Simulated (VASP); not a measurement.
Here is the system:

```
NbC
1.0
    0.00000     2.24131     2.24131
    2.24131     0.00000     2.24131
    2.24131     2.24131     0.00000
Nb C
1 1
Direct
  0.00000   0.00000   0.00000
  0.50000   0.50000   0.50000
```

The numbers are results of PBE GGA with spin-orbit coupling, VASP's PBE PAW potentials (set 64) (plane waves; VASP), not measurements. Numerical set-up: 520 eV cut-off, 13×13×13 Γ-centred mesh, Gaussian smearing of 0.050 eV, potentials Nb_sv C.

Problem. Give the energies of bands 11 to 23 at the high-symmetry points, in eV from the Fermi level.

Solution. 
```csv
band,Γ,X,U,L,W
11,-1.28,-4.08,-5.08,-7.46,-4.55
12,-1.28,-4.08,-5.08,-7.46,-4.55
13,-1.28,-3.81,-4.15,-5.04,-4.38
14,-1.28,-3.81,-4.15,-5.04,-4.38
15,-1.18,-1.32,-3.42,-5.01,-4.23
16,-1.18,-1.32,-3.42,-5.01,-4.23
17,-0.21,-1.19,-0.26,2.15,1.57
18,-0.21,-1.19,-0.26,2.15,1.57
19,-0.14,2.00,2.50,2.15,1.57
20,-0.14,2.00,2.50,2.15,1.57
21,-0.14,3.18,3.42,3.57,3.24
22,-0.14,3.18,3.42,3.57,3.24
23,0.40,3.29,5.56,5.81,5.17
```

It has no gap at this level: it comes out as a metal or semimetal.

The compound is NbC in the rock salt structure. It was relaxed first.
